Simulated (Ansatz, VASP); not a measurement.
# AlSbN2 (alpha-NaFeO2 type (invented)) in two plane-wave programs, part 2 of 2

One calculation is typed for both programs; each brings its own data sets. How far apart do they land? The cell is generated by rule, not measured, and may not be a known phase. Of the first pair: The two relaxations start from unlike cells of this crystal (the structure described is Ansatz's start), so only their ends are compared.

VASP 6.6.1 and Ansatz 0.2.0.

So far: Starting point; VASP: relaxation of cell and atoms, PBEsol, pair 1.

### 3. Ansatz: relaxation of cell and atoms, PBEsol, pair 1

Level of this step: Ansatz beside VASP: Kohn-Sham DFT, plane waves, PBEsol (Ansatz).

Ansatz runs on its default PAW (the set named soft_2) files.

Its own start cell and the same functional, mesh and smearing now go to Ansatz, which takes its cutoff from its data sets.

Input file input.yaml:

```yaml
crystal:
  lattice:
    - [1.522047, 0.878754, 4.970986]
    - [-1.522047, 0.878754, 4.970986]
    - [0.0, -1.757509, 4.970986]
  atoms:
    - { symbol: Al, position: [1.0, 0.0, 0.0] }
    - { symbol: Sb, position: [0.5, 0.5, 0.5] }
    - { symbol: "N", position: [0.25, 0.25, 0.25] }
    - { symbol: "N", position: [0.75, 0.75, 0.75] }
kpoints:
  mp_grid: { grid: [9, 9, 9] }
hamiltonian:
  xc: pbesol
scf:
  occupations: { method: gaussian, width: 0.1 }
output:
  forces: true
  stress: true
  eigenvalues: true
relax:
  adjacent_minimum: "off"
  f_tol: 0.05
  max_steps: 80
  cell: { stress_tol: 0.5 }
```

On the command line:

```console
$ ansatz run input.yaml --threads 2 --pin off --max-ram 5120MiB --backend cpu --events-out ev --progress --plain --runs-dir out
```

Numbers of over 12 decimals in the logs are rounded to 6 here.

What it wrote:

```text
The last accepted step is kept in <dir> (removed where the run ends without a failure and the disk answers)
basis.fft_grid_basis auto: the FFT boxes are laid along the combinations [[1, 0, -1], [0, 1, -1], [0, 0, 1]] of the cell's own vectors, 3.044, 3.044 and 5.273 Å long. The dense box has 24×24×36 points. Along the cell's own vectors, as sized, it would have 36×36×36, 2.25 times as many. Of the 12 symmetry operations that the crystal satisfies within crystal.symmetry.tolerance (time reversal apart; of a slab, those that [...]
Engine: ansatz 0.2.0, aarch64-unknown-linux-gnu
Pseudopotentials: kind: paw
Pseudopotential: Al, paw, valence charge 3, recommended cutoff 420 eV (normal), Al.paw.azcp
Pseudopotential: Sb, paw, valence charge 15, recommended cutoff 420 eV (normal), Sb.paw.azcp
Pseudopotential: N, paw, valence charge 5, recommended cutoff 420 eV (normal), N.paw.azcp
Functional definition: PBEsol
  exchange = pbesol_x
  correlation = pbesol_c
Crystal: 4 atoms, lattice volume = 39.892 Å³
Basis set: ecut = 420 eV, 779 PW (Γ), FFT grids on a1−a3, a2−a3, a3, exchange–correlation on 48×48×72 points (8 copies of the dense FFT grid, shifted against one another)
Bands: 18, of which v1, the nominal top of the filled ones, is band 14 counted from 1 (13 counted from 0)
Symmetry: 12 space group operations
Space group: R-3m (ITA 166), of the structure as read, at distance tolerance 3.4e-5 Å
k-points: 85 of 729
Non-local potential: Al, projectors of the file, l = 0: 2, l = 1: 2, l = 2: 1
Non-local potential: Sb, projectors of the file, l = 0: 2, l = 1: 2, l = 2: 2, l = 3: 2
Non-local potential: N, projectors of the file, l = 0: 2, l = 1: 2, l = 2: 1
PAW form: soft (Blöchl's): semilocal exchange-correlation on the pseudo side does not see the compensation charge
PAW frozen core: Al, regenerated for the run's functional, and the local potential with it (the file was generated under x = pbe(κ = 0.804, μ = 0.219515), c = pbe(β = 0.066725))
PAW frozen core: Sb, regenerated for the run's functional, and the local potential with it (the file was generated under x = pbe(κ = 0.804, μ = 0.219515), c = pbe(β = 0.066725))
PAW frozen core: N, regenerated for the run's functional, and the local potential with it (the file was generated under x = pbe(κ = 0.804, μ = 0.219515), c = pbe(β = 0.066725))
PAW one-centre angular grid: Al, 110 points (default); XC on 64 Gauss nodes
PAW one-centre angular grid: Sb, 590 points (default); XC on 64 Gauss nodes
PAW one-centre angular grid: N, 110 points (default); XC on 64 Gauss nodes
Initial density: superposition of atomic densities (neutral atoms: chi_scale 0, normalization atom), corrected by the library's trained network
Initial wavefunctions: pseudopotential atomic-orbital guess
Functional: x = pbesol(κ = 0.804, μ = 0.123457), c = pbesol(β = 0.046)
SCF iter   1: F=—  HF=-7687.135804 eV  |F-HF|=—  |Δ(HF+E_count)|=         —  Δρ=1.04e-2  dr2=3.03e-2  ethr=1.77e-3  ⟨swp⟩=5.4  Hψ=7980  notcnv=0
preconditioner: auto → Kerker (q_TF=auto, 2.572 Å⁻¹)  [metal: Δε(μ)=0.058 eV  Ē_g=12.558 eV  σ=0.100 eV  W_gap=0.31  n_scr=16 (ndim 8)  ℏωp=24.9 eV  f_vac=0.000  D(μ)=0.72/eV (n_scr^D=2)]
SCF iter   2: F=—  HF=-7687.130322 eV  |F-HF|=—  |Δ(HF+E_count)|=   5.48e-3  Δρ=5.55e-3  dr2=8.58e-3  ethr=1.08e-4  ⟨swp⟩=1.1  Hψ=2220  notcnv=0
SCF iter   3: F=—  HF=-7687.128837 eV  |F-HF|=—  |Δ(HF+E_count)|=   1.48e-3  Δρ=1.09e-3  dr2=7.48e-4  ethr=3.06e-5  ⟨swp⟩=2.4  Hψ=2005  notcnv=0
SCF iter   4: F=—  HF=-7687.128655 eV  |F-HF|=—  |Δ(HF+E_count)|=   1.81e-4  Δρ=2.96e-4  dr2=9.17e-5  ethr=2.67e-6  ⟨swp⟩=2.0  Hψ=1938  notcnv=0
SCF iter   5: F=—  HF=-7687.128662 eV  |F-HF|=—  |Δ(HF+E_count)|=   6.20e-6  Δρ=6.05e-5  dr2=2.70e-6  ethr=3.28e-7  ⟨swp⟩=2.0  Hψ=1996  notcnv=0
SCF iter   6: F=—  HF=-7687.128661 eV  |F-HF|=—  |Δ(HF+E_count)|=   3.69e-7  Δρ=2.60e-5  dr2=1.47e-7  ethr=9.63e-9  ⟨swp⟩=2.0  Hψ=2652  notcnv=0
SCF iter   7: F=-7687.128661 eV  HF=-7687.128661 eV  |F-HF|=3.00e-9  |Δ(HF+E_count)|=   9.74e-8  Δρ=5.84e-6  dr2=1.04e-8  ethr=3.57e-10  ⟨swp⟩=5.1  Hψ=6658  notcnv=0
the search or the solves at the SCF's close seem to have found levels that the self-consistency loop had missed (the run counts 1). By its estimate they hold under 1e-12 electrons; where the run keeps them, the occupations were computed again with them
SCF 1 converged in 7 iterations: F = -7687.128661 eV  dr2 = 1.04e-8
  greatest PAW one-centre occupation: 0.999 electrons in one spin orbital (limit 2), on the Sb atom at site 1 (counted from 0), in its partial waves of l = 2
[...]
iter 5 did not close the SCF: its close was put off for the readings that it lacked (scf_convergence_deferred on its scf_iter line)
SCF iter   5: F=-7689.599622 eV  HF=-7689.599622 eV  |F-HF|=3.10e-9  |Δ(HF+E_count)|=   1.44e-8  Δρ=1.66e-6  dr2=3.67e-9  ethr=2.36e-10  ⟨swp⟩=1.6  Hψ=1737  notcnv=0
SCF iter   6: F=-7689.599622 eV  HF=-7689.599622 eV  |F-HF|=1.09e-11  |Δ(HF+E_count)|=  9.90e-10  Δρ=2.86e-7  dr2=3.14e-11  ethr=1.31e-11  ⟨swp⟩=3.0  Hψ=5465  notcnv=0
SCF 6 converged in 6 iterations: F = -7689.599622 eV  dr2 = 3.14e-11
relax step   6: F+E_penalty+E_count = -7689.59962171 eV  Δ(F+E_penalty+E_count) = -4.453e-2 eV  max|allowed force component| = 6.696e-4 eV/Å  Δτ_max = 0.0000 Å  P = +0.719 GPa  Ω = 46.262 Å³  stress off target by 1.29e0 GPa  SCF on the basis re-selected at this cell (its energy is not comparable with the rows above)  (6 SCF iters)
[...]
relax step   7: F+E_penalty+E_count = -7689.59994133 eV  Δ(F+E_penalty+E_count) = -3.196e-4 eV  max|allowed force component| = 1.238e-3 eV/Å  Δτ_max = 0.0008 Å  P = +0.158 GPa  Ω = 46.372 Å³  energy of the carried Pulay correction = -2.732e-4 eV  (6 SCF iters, dr2 threshold 4.00e-7 eV, accepted)
[...]
relax step   8: F+E_penalty+E_count = -7689.60024000 eV  Δ(F+E_penalty+E_count) = -2.987e-4 eV  max|allowed force component| = 1.187e-3 eV/Å  Δτ_max = 0.0000 Å  P = +0.159 GPa  Ω = 46.372 Å³  stress off target by 1.74e-1 GPa  SCF on the basis re-selected at this cell (its energy is not comparable with the rows above)  (6 SCF iters)
basis re-selected at this cell: Δ(F+E_penalty+E_count) = -2.987e-4 eV, ΔP = +0.001 GPa vs the last step (what re-selecting the basis moved, of the pressure what is left beyond the Pulay correction that the steps carried, after the strain that the cell walked since its last selection, with what the two solves' SCF thresholds leave and, on support functions, any second-order correction that the steps lacked; it is no m [...]
SCF converged after 6 iterations
Free energy (F): -7689.600240 eV
Harris-Foulkes:  -7689.600240 eV  (|F-HF|=1.82e-12)
Internal energy: -7689.596017 eV  (E = F + TS)
E sigma→0 (E₀):  -7689.598128 eV
Entropy (-TS):   -0.004223 eV (-1.056 meV/atom)
Fermi energy:    13.057502 eV
--- Per-component energies (eV) ---
  E_band       = -60.720720
  E_kinetic    = 493.424880
  E_local      = -1794.617489  (includes V_loc(G=0)·N_el)
  E_nonlocal   = 463.781751
  E_hartree    = 794.258190
  E_xc         = -298.825093
  E_vxc        = -281.557656  (∫ρ·V_xc dr)
  E_paw        = -5195.735345  (= ΣΔE_a)
  E_vpaw       = -530.268743  (= ΣTr[D̂ρ^β])
  E_aug_tail   = 0.000168  (compensation charges beyond the density's cutoff)
  E_ewald      = -2152.290272
  E_core_change = 0.407194  (= ΣΔE_core)
  E_smearing   = -0.004223  (= −TS)
  E_closure    = -0.000000  (closes the sum)
  Σ components = -7689.600240   (vs F -7689.600240, Δ=0.00e0)
--- Forces (eV/Å), atoms counted from 1 ---
  atom   1  Al    -0.00000000     0.00000000     0.00000000
  atom   2  Sb    -0.00000000     0.00000000     0.00000000
  atom   3  N      0.00000000    -0.00000000     0.00118721
  atom   4  N     -0.00000000     0.00000000    -0.00118721
  max |Σ_I F_I| component: 2.17e-19 eV/Å
--- Stress (GPa, compression-positive) ---
        0.174134      -0.000000       0.000000
       -0.000000       0.174134       0.000000
        0.000000       0.000000       0.128952
  P = ⅓ Tr σ = 0.1591 GPa (1.591 kbar)
--- Band table (eV; the first three rows and the last of 85) ---
  k-point 0: bands = [... 10 lower, 10.8476, 10.9144, 11.4013, 11.4013, 15.4177, 18.2872, 18.2872, 18.6761]
  k-point 1: bands = [... 10 lower, 10.6381, 10.8838, 11.2644, 12.1204, 15.7972, 16.8933, 18.1827, 19.1250]
  k-point 2: bands = [... 10 lower, 10.2106, 10.4947, 10.8729, 12.5304, 15.1904, 16.0838, 17.8465, 19.1276]
  k-point 84: bands = [... 10 lower, 10.4543, 10.6812, 11.4685, 13.7649, 15.3269, 17.2703, 18.3978, 18.4010]
--- Relaxed structure (6 steps of the walk, 6 accepted, 2 SCFs on fresh bases) ---
  F+E_penalty+E_count = -7689.60024000 eV   max|allowed force component| = 1.187e-3 eV/Å   (the final SCF, on the basis selected at the relaxed cell)
  cell:  # Å, volume = 46.3717 Å³
    - [1.563579, 0.902733, 5.475486]
    - [-1.563579, 0.902733, 5.475486]
    - [0, -1.805466, 5.475486]
  atoms:
    - { symbol: Al, position: [1.0, 0.0, 0.0] }
    - { symbol: Sb, position: [0.500000, 0.500000, 0.5] }
    - { symbol: N, position: [0.268958, 0.268958, 0.268958] }
    - { symbol: N, position: [0.731042, 0.731042, 0.731042] }
```

In the SCF lines HF is the Harris–Foulkes energy and dr2 the Hartree energy of the density residual, in eV; the loop may stop once dr2 is under the threshold and the program's other checks hold. Hψ counts applications of the Hamiltonian.

### 4. Comparison

Known differences besides the potentials themselves: the data sets hold 28 valence electrons in Ansatz (on its default PAW (the set named soft_2) files) and 18 in VASP; the cutoff is 420 eV in Ansatz and 600 eV in VASP; Ansatz makes its cores anew for this functional, VASP keeps those of its PBE data sets; Ansatz adds a Pulay correction to the stress that steers its cell, VASP none. Total energies have different zeros and are not compared.

Compared:

| quantity | Ansatz | VASP | difference |
| --- | --- | --- | --- |
| volume (Å³) | 46.37 | 46.30 | +0.16 % |
| edge a after relaxation, in the typed setting (Å) | 5.766 | 5.761 | +0.09 % |

### 5. Ansatz: relaxation of cell and atoms, PBEsol, pair 2

The relaxed volume is the usual yardstick between codes: in a stiff, nearly cubic crystal its relative difference is about their pressure difference at one cell divided by the bulk modulus. Its start cell is another than that of the pair before, and may be another structure of the material.

The cell is taken from a series of runs on this material, whose earlier steps may have relaxed, scaled, displaced or heated it; both programs get it as it stands.

Input file input.yaml:

```yaml
crystal:
  lattice:
    - [1.5635792204, 0.9027327002, 5.4754859201]
    - [-1.5635792204, 0.9027327002, 5.4754859201]
    - [0.0, -1.8054659512, 5.4754858293]
  atoms:
    - { symbol: Al, position: [1.0, 0.0, 0.0] }
    - { symbol: Sb, position: [0.5, 0.5, 0.5] }
    - { symbol: "N", position: [0.268958101, 0.268958101, 0.268958101] }
    - { symbol: "N", position: [0.731041899, 0.731041899, 0.731041899] }
kpoints:
  mp_grid: { grid: [15, 15, 15] }
hamiltonian:
  xc: pbesol
scf:
  occupations: { method: gaussian, width: 0.1 }
output:
  forces: true
  stress: true
  eigenvalues: true
  write_density: true
  write_potential: true
  elf: true
  volumetric_format: npy
relax:
  adjacent_minimum: "off"
  f_tol: 0.005
  max_steps: 80
  cell: { stress_tol: 0.05 }
```

What it wrote:

```text
[...]
Crystal: 4 atoms, lattice volume = 46.372 Å³
Basis set: ecut = 420 eV, 889 PW (Γ), FFT grids on a1−a2, a2, −a2+a3, exchange–correlation on 48×80×48 points (8 copies of the dense FFT grid, shifted against one another)
Bands: 18, of which v1, the nominal top of the filled ones, is band 14 counted from 1 (13 counted from 0)
Symmetry: 12 space group operations
[...]
--- Relaxed structure (3 steps of the walk, 3 accepted, 1 SCFs on fresh bases) ---
[...]
cell:  # Å, volume = 46.4010 Å³
    - [1.563577, 0.902731, 5.478968]
    - [-1.563577, 0.902731, 5.478968]
    - [0, -1.805463, 5.478968]
  atoms:
    - { symbol: Al, position: [1.0, 5.551115123125783e-17, 0.0] }
    - { symbol: Sb, position: [0.500000, 0.500000, 0.500000] }
    - { symbol: N, position: [0.268997, 0.268997, 0.268997] }
    - { symbol: N, position: [0.731003, 0.731003, 0.731003] }
[key lines of the parts left out:]
SCF converged after 8 iterations
Free energy (F): -7689.603223 eV
Fermi energy:    13.056383 eV
P = ⅓ Tr σ = -0.0075 GPa (-0.075 kbar)
```

### 6. VASP: relaxation of cell and atoms, PBEsol, pair 2

The same cell, functional, mesh and smearing now go to VASP, with its own data sets.

Input file INCAR:

```
SYSTEM = AlSbN2
PREC = Accurate
ENCUT = 600
EDIFF = 1E-07
NELM = 120
ISMEAR = 0
SIGMA = 0.1
LREAL = .FALSE.
ALGO = Normal
GGA = PS
NBANDS = 15
LORBIT = 11
LWAVE = .FALSE.
LCHARG = .FALSE.
ISIF = 3
IBRION = 2
NSW = 80
EDIFFG = -0.005
LASPH = .TRUE.
GGA_COMPAT = .FALSE.
NELMIN = 4
KPAR = 2
```

Input file POSCAR:

```
AlSbN2
1.0
    1.5635790000      0.9027330000      5.4754860000
   -1.5635790000      0.9027330000      5.4754860000
    0.0000000000     -1.8054660000      5.4754860000
Al Sb N
1 1 2
Direct
    0.0000000000      0.0000000000      0.0000000000
    0.5000000000      0.5000000000      0.5000000000
    0.2689581041      0.2689581041      0.2689581041
    0.7310418959      0.7310418959      0.7310418959
```

Input file KPOINTS:

```
Automatic mesh
0
Gamma
15 15 15
0 0 0
```

PAW data sets: Al, Sb and N (PBE family, release 64).

On the command line:

```console
$ mpirun -np 2 vasp_std
```

What it wrote:

```text
[banner, memory and clock lines left out]
running    2 mpi-ranks, on    1 nodes
[...]
[... a notice as in an earlier step ...]

 LDA part: xc-table for (Slater+PW92), standard interpolation
 POSCAR, INCAR and KPOINTS ok, starting setup
[...]
entering main loop
       N       E                     dE             d eps       ncg     rms          rms(c)
DAV:   1     0.835907031410E+02    0.83591E+02   -0.84684E+03 10336   0.117E+03
DAV:   2    -0.233393336298E+02   -0.10693E+03   -0.99866E+02 14389   0.230E+02
DAV:   3    -0.301364216401E+02   -0.67971E+01   -0.67410E+01 13673   0.677E+01
DAV:   4    -0.302128207489E+02   -0.76399E-01   -0.76372E-01 12406   0.767E+00
[...]
DAV:  14    -0.259606506241E+02    0.33563E-07   -0.14724E-06 13827   0.931E-03    0.334E-03
DAV:  15    -0.259606504699E+02    0.15416E-06   -0.15555E-07  8820   0.315E-03    0.104E-03
DAV:  16    -0.259606504058E+02    0.64175E-07   -0.65220E-08  6245   0.223E-03
   1 F= -.25960650E+02 E0= -.25958976E+02  d E =-.259607E+02
[... from here on, the cycles between the ionic steps are left out ...]
   2 F= -.25960684E+02 E0= -.25959016E+02  d E =-.333650E-04
   3 F= -.25960749E+02 E0= -.25959079E+02  d E =-.984861E-04
   4 F= -.25960749E+02 E0= -.25959079E+02  d E =-.984663E-04
   5 F= -.25960756E+02 E0= -.25959085E+02  d E =-.679336E-05
 trial-energy change:   -0.000007  1 .order   -0.000007   -0.000011   -0.000002
 step:   1.1301(harm=  1.1301)  dis= 0.00051  next Energy=   -25.960756 (dE=-0.708E-05)
 reached required accuracy - stopping structural energy minimisation
```

OUTCAR, selected parts (step 6):

```text
  Total       -0.0002866     -0.0002866      0.0015041      0.0000000     -0.0000000     -0.0000000
  in kB       -0.0099223     -0.0099223      0.0520629      0.0000000     -0.0000000     -0.0000000
  external PRESSURE =       0.0107394 kB  Pullay stress =       0.0000000 kB

 POSITION                                       TOTAL-FORCE (eV/Angst)
 -----------------------------------------------------------------------------------
      0.00000     -0.00000      0.00000         0.000000      0.000000      0.000000
     -0.00000      0.00000      8.20966        -0.000000     -0.000000      0.000000
     -0.00000      0.00000      4.41530         0.000000     -0.000000     -0.002338
     -0.00000      0.00000     12.00402        -0.000000      0.000000      0.002338
 -----------------------------------------------------------------------------------
    total drift:                                0.000000     -0.000000      0.000000

  FREE ENERGIE OF THE ION-ELECTRON SYSTEM (eV)
  ---------------------------------------------------
  free  energy   TOTEN  =       -25.9607556654 eV

  energy  without entropy=      -25.9574151894  energy(sigma->0) =      -25.95908543

[... 1 part as in an earlier step ...]

[... 3 further parts left out ...]
[key lines of the parts left out:]
E-fermi :  10.3594
```

### 7. Side by side

What differs besides the data sets and the points named for the pairs above, as far as they apply: the data sets hold 28 valence electrons in Ansatz (on its default PAW (the set named soft_2) files) and 18 in VASP. Total energies have different zeros and are not compared.

Compared:

| quantity | Ansatz | VASP | difference |
| --- | --- | --- | --- |
| volume (Å³) | 46.40 | 46.29 | +0.25 % |
| edge a after relaxation, in the typed setting (Å) | 5.769 | 5.763 | +0.10 % |

### 8. Summary of results

| Item | Value |
| --- | --- |
| difference in volume (relaxation of cell and atoms, PBEsol, pair 1) | 0.16 % |
| difference in volume (relaxation of cell and atoms, PBEsol, pair 2) | 0.25 % |

The difference in volume is 0.25 % (relaxation of cell and atoms, PBEsol, pair 2), within the 1.2 % picked in this series as the mark of a large difference, as far as the stopping tolerances let one tell. The data sets hold unlike numbers of valence electrons (28 in Ansatz and 18 in VASP), so part of the differences may come from the potentials. Such differences can come from data sets, numerical settings and the points named under the comparisons, not from the functional's error against experiment.

[Lines on the potential files, build, host, timing and source positions are cut from VASP's logs without a mark.]

[Logs are printed without paths, hosts, clocks, repeated set-up lines and the standing remarks that a program may print on its own settings, such as how far it seeks lower states.]

[Hosts, paths, dates, database ids (printed as entryN), source tags and the programs' standing remarks are cut or masked in the printed files.]
